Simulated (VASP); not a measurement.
Given:

```xyz
2
Lattice="4.2099 0.0000 0.0000 0.0000 4.2099 0.0000 0.0000 0.0000 4.2099" Properties=species:S:1:pos:R:3 pbc="T T T"
Cs     0.0000     0.0000     0.0000
Cl     2.1049     2.1049     2.1049
```

Method: HSEsol screened hybrid, VASP's PBE PAW potentials (set 64) (plane waves; VASP). Run with 520 eV cut-off, 6×6×6 Γ-centred mesh, Gaussian smearing of 0.050 eV, potentials Cs_sv Cl.

Unless said otherwise, spin-orbit coupling is left out, though it shifts the bands of the heavy elements here.

### Question
Predict the energy per atom (σ→0), pressure, band gap (over the mesh, the named points and PBE's band edges) with the smallest direct gap where there is one.

### Answer

```json
{
 "band gap (over the mesh, the named points and PBE's band edges)": "6.13 eV",
 "smallest direct gap (over the mesh, the named points and PBE's band edges)": "6.13 eV",
 "energy per atom (σ→0)": "-3.926 eV/atom",
 "pressure": "-1.45 GPa"
}
```

The compound is CsCl in the CsCl type structure. It was relaxed first, which changed the volume by +7 %.
